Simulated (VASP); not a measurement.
These are vdW-DF-cx, VASP's PBE PAW potentials (set 64) (plane waves; VASP) values and carry that method's errors.

VASP ran on this input.

INCAR:
```
SYSTEM = MgB2
PREC = Accurate
ENCUT = 520
EDIFF = 1E-7
NELM = 100
ALGO = Normal
LREAL = .FALSE.
LASPH = .TRUE.
ISMEAR = 1
SIGMA = 0.1
GGA = CX
LUSE_VDW = .TRUE.
AGGAC = 0.0
LWAVE = .FALSE.
LCHARG = .FALSE.
ISIF = 4
IBRION = 2
NSW = 30
EDIFFG = -0.01
```

File KPOINTS:
```
Automatic mesh
0
gamma
11 11 9
0 0 0
```

### POSCAR
```
MgB2
1
    1.5429352633    -2.6724417733     0.0000000000
    1.5429352633     2.6724417733     0.0000000000
    0.0000000000     0.0000000000     3.4834573675
Mg B
1 2
Direct
  0.0000000000   0.0000000000   1.0000000000
  0.3333330000   0.6666670000   0.5000000000
  0.6666670000   0.3333330000   0.5000000000
```

POTCAR, in this order: Mg B (PBE.64 set). Program: vasp_std.

What VASP printed:

File OUTCAR:
```
 ion  position               nearest neighbor table
   1  0.000  0.000  0.000-   2 2.49   3 2.49   2 2.49   3 2.49   3 2.49   3 2.49   2 2.49   2 2.49
                             3 2.49   3 2.49   2 2.49   2 2.49
   2  0.333  0.667  0.500-   3 1.78   3 1.78   3 1.78   1 2.49   1 2.49   1 2.49   1 2.49   1 2.49
                             1 2.49
   3  0.667  0.333  0.500-   2 1.78   2 1.78   2 1.78   1 2.49   1 2.49   1 2.49   1 2.49   1 2.49
                             1 2.49
  LATTYP: Found a hexagonal cell.
 ALAT       =     3.0858700975
 C/A-ratio  =     1.1288412206
 Subroutine PRICEL returns:
 Original cell was already a primitive cell.
 Subroutine GETGRP returns: Found 24 space group operations
The static configuration has the point symmetry D_6h.
The dynamic configuration has the point symmetry D_6h.
 Subroutine INISYM returns: Found 24 space group operations
 Subroutine IBZKPT returns following result:
 Found     80 irreducible k-points:

 Following reciprocal coordinates:
            Coordinates               Weight
  0.000000  0.000000  0.000000      1.000000
  0.090909  0.000000  0.000000      6.000000
  0.181818  0.000000  0.000000      6.000000
  0.272727  0.000000  0.000000      6.000000
  0.363636  0.000000  0.000000      6.000000
  0.454545  0.000000  0.000000      6.000000
  0.090909  0.090909  0.000000      6.000000
  0.181818  0.090909  0.000000     12.000000
  0.272727  0.090909  0.000000     12.000000
  0.363636  0.090909  0.000000     12.000000
  0.454545  0.090909  0.000000      6.000000
  0.181818  0.181818  0.000000      6.000000
  0.272727  0.181818  0.000000     12.000000
  0.363636  0.181818  0.000000     12.000000
  0.272727  0.272727  0.000000      6.000000
  0.363636  0.272727  0.000000      6.000000
  0.000000  0.000000  0.111111      2.000000
  0.090909  0.000000  0.111111     12.000000
  0.181818  0.000000  0.111111     12.000000
...
```

### OSZICAR
```
       N       E                     dE             d eps       ncg     rms          rms(c)
DAV:   1     0.703574240223E+01    0.70357E+01   -0.39462E+03  1384   0.837E+02
DAV:   2    -0.141395769274E+02   -0.21175E+02   -0.20108E+02  1864   0.109E+02
DAV:   3    -0.144040082629E+02   -0.26443E+00   -0.26430E+00  1704   0.145E+01
DAV:   4    -0.144043481724E+02   -0.33991E-03   -0.33991E-03  1952   0.492E-01
DAV:   5    -0.144043483160E+02   -0.14365E-06   -0.14333E-06  1632   0.857E-03    0.517E+00
DAV:   6    -0.131612330759E+02    0.12431E+01   -0.20215E+00  1408   0.762E+00    0.256E+00
DAV:   7    -0.129428918043E+02    0.21834E+00   -0.12324E+00  1528   0.595E+00    0.759E-01
DAV:   8    -0.129447832032E+02   -0.18914E-02   -0.18214E-01  1416   0.257E+00    0.522E-01
DAV:   9    -0.129324916718E+02    0.12292E-01   -0.41701E-02  1376   0.115E+00    0.567E-02
DAV:  10    -0.129325648049E+02   -0.73133E-04   -0.12035E-03  1832   0.258E-01    0.377E-02
DAV:  11    -0.129325208985E+02    0.43906E-04   -0.30394E-04  1360   0.100E-01    0.713E-03
DAV:  12    -0.129325178731E+02    0.30254E-05   -0.13536E-05  1520   0.241E-02    0.951E-04
DAV:  13    -0.129325178853E+02   -0.12253E-07   -0.23837E-07  1856   0.398E-03
   1 F= -.12932518E+02 E0= -.12932392E+02  d E =-.129325E+02
       N       E                     dE             d eps       ncg     rms          rms(c)
DAV:   1    -0.129376807964E+02   -0.51629E-02   -0.74604E-02  1792   0.211E+00    0.164E-01
DAV:   2    -0.129360284416E+02    0.16524E-02   -0.35812E-03  1704   0.380E-01    0.649E-02
DAV:   3    -0.129357606940E+02    0.26775E-03   -0.10298E-03  1568   0.176E-01    0.155E-02
DAV:   4    -0.129357544702E+02    0.62237E-05   -0.29313E-05  1728   0.454E-02    0.151E-03
DAV:   5    -0.129357544038E+02    0.66467E-07   -0.36046E-07  1752   0.508E-03
   2 F= -.12935754E+02 E0= -.12935715E+02  d E =-.323652E-02
       N       E                     dE             d eps       ncg     rms          rms(c)
DAV:   1    -0.129361980142E+02   -0.44354E-03   -0.77924E-03  1760   0.684E-01    0.546E-02
DAV:   2    -0.129360187555E+02    0.17926E-03   -0.38219E-04  1760   0.124E-01    0.236E-02
DAV:   3    -0.129359857427E+02    0.33013E-04   -0.13844E-04  1528   0.640E-02    0.539E-03
DAV:   4    -0.129359851674E+02    0.57530E-06   -0.42742E-06  1568   0.164E-02    0.118E-03
DAV:   5    -0.129359851060E+02    0.61415E-07   -0.34400E-07  1576   0.343E-03
   3 F= -.12935985E+02 E0= -.12935990E+02  d E =-.346722E-02
```

**OUTCAR**
```
------------------------ aborting loop because EDIFF is reached ----------------------------------------
  FORCE on cell =-STRESS in cart. coord.  units (eV):
  Direction    XX          YY          ZZ          XY          YZ          ZX
  --------------------------------------------------------------------------------------
  Total        0.0608507      0.0608507      0.0641913      0.0000000     -0.0000000     -0.0000000
  in kB        3.3937498      3.3937486      3.5800627      0.0000000     -0.0000000     -0.0000000
  external PRESSURE =       3.4558537 kB  Pullay stress =       0.0000000 kB
  volume of cell :       28.73
      direct lattice vectors                 reciprocal lattice vectors
     1.535569186 -2.659683361 -0.000000000     0.325612160 -0.187992303  0.000000000
     1.535569186  2.659683361 -0.000000000     0.325612160  0.187992303  0.000000000
    -0.000000000 -0.000000000  3.516957591     0.000000000 -0.000000000  0.284336667
 POSITION                                       TOTAL-FORCE (eV/Angst)
 -----------------------------------------------------------------------------------
     -0.00000     -0.00000      3.51696        -0.000000      0.000000      0.000000
      1.53557      0.88656      1.75848        -0.000000     -0.000000     -0.000000
      1.53557     -0.88656      1.75848         0.000000      0.000000      0.000000
 -----------------------------------------------------------------------------------
    total drift:                                0.000000     -0.000000      0.000000
  FREE ENERGIE OF THE ION-ELECTRON SYSTEM (eV)
  ---------------------------------------------------
  free  energy   TOTEN  =       -12.9359851060 eV

  energy  without entropy=      -12.9359998910  energy(sigma->0) =      -12.93599003

 reached required accuracy - stopping structural energy minimisation
```
(Selected blocks of OUTCAR.)

File CONTCAR:
```
MgB2
   1.00000000000000
     1.5355691857072851   -2.6596833606286387   -0.0000000000000000
     1.5355691857072851    2.6596833606286387   -0.0000000000000000
    -0.0000000000000000   -0.0000000000000000    3.5169575907667134
  Mg              B
     1     2
Direct
     0.0000000000000000    0.0000000000000000    1.0000000000000000
     0.3333330000000032    0.6666669999999968    0.5000000000000000
     0.6666669999999968    0.3333330000000032    0.5000000000000000
```

### OUTCAR
```
 val. band max:        5.2129155965   @ k =   0.3636   0.0909   0.4444

 cond. band min:       5.3164861364   @ k =   0.0909   0.0000   0.3333


 Fermi energy:         5.2321088930

 k-point     1 :       0.0000    0.0000    0.0000
  band No.  band energies     occupation
      1      -7.1273      2.00000
      2       2.3713      2.00000
      3       5.7158     -0.00000
      4       5.7159     -0.00000
      5       7.0258     -0.00000
      6      11.7312      0.00000
      7      11.7313      0.00000
      8      13.6026      0.00000

 k-point     2 :       0.0909    0.0000    0.0000
  band No.  band energies     occupation
      1      -6.9829      2.00000
      2       2.5126      2.00000
      3       4.9967      2.00433
      4       5.3810     -0.05630
      5       7.1537     -0.00000
      6      11.6343      0.00000
      7      12.3596      0.00000
      8      13.9128      0.00000

 k-point     3 :       0.1818    0.0000    0.0000
  band No.  band energies     occupation
      1      -6.5518      2.00000
      2       2.9328      2.00000
      3       3.3673      2.00000
      4       4.6755      2.00000
      5       7.5458      0.00000
      6      11.1946      0.00000
      7      13.5600      0.00000
      8      13.9296      0.00000

 k-point     4 :       0.2727    0.0000    0.0000
  band No.  band energies     occupation
      1      -5.8404      2.00000
      2       1.4826      2.00000
      3       3.6159      2.00000
      4       3.9792      2.00000
      5       8.1585      0.00000
      6      10.6894      0.00000
      7      11.7948      0.00000
      8      14.6213      0.00000

 k-point     5 :       0.3636    0.0000    0.0000
  band No.  band energies     occupation
      1      -4.8615      2.00000
      2      -0.3620      2.00000
      3       3.4640      2.00000
      4       4.5088      2.00000
      5       8.8465      0.00000
      6      10.0279      0.00000
      7      10.4159      0.00000
...
```

The compound is MgB2 in the AlB2 type structure. This run relaxes it. Symmetry was kept, so distortions that lower it aren't found.
